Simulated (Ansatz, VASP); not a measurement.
Ge4F in VASP and in Ansatz

```xyz
5
Lattice="3.7628 0.0000 0.0000 -1.8814 3.2587 0.0000 0.0000 0.0000 7.0772" Properties=species:S:1:pos:R:3 pbc="T T T"
Ge    0.0000    2.1725    5.9596
Ge    0.0000    2.1725    1.1175
Ge    1.8814    1.0862    1.1175
Ge    1.8814    1.0862    5.9596
F     0.0000    0.0000    0.0000
```

Alike in both runs: task single point; functional PBE; k mesh 6 × 6 × 4; occupations gaussian, width 0.1 eV; no spin polarisation.

|  | VASP | Ansatz |
| --- | --- | --- |
| version | VASP 6.6.1 | Ansatz 0.2.0 |
| potentials or method | VASP PAW PBE potentials, release 64 (Ge_d, F) | scalar-relativistic, plane waves, PAW |
| plane-wave cutoff (eV) | 520 | 420 |
| valence electrons in the cell | 63 | 63 |

Ansatz gave:

- gap on the k mesh at the Fermi level (eV): none
- rms of the force components (eV/Å): 2.507

Question: Which values does VASP return?

Answer: gap on the k mesh at the Fermi level (eV): none; rms of the force components (eV/Å): 2.520.

Atom by atom the forces differ by 0.013 eV/Å (rms over components). A gap of «none» marks a metal or a gap that the smearing closes.

Caveats: an odd number of electrons without spin polarisation forces a metal; a magnetic or distorted state may lie lower.
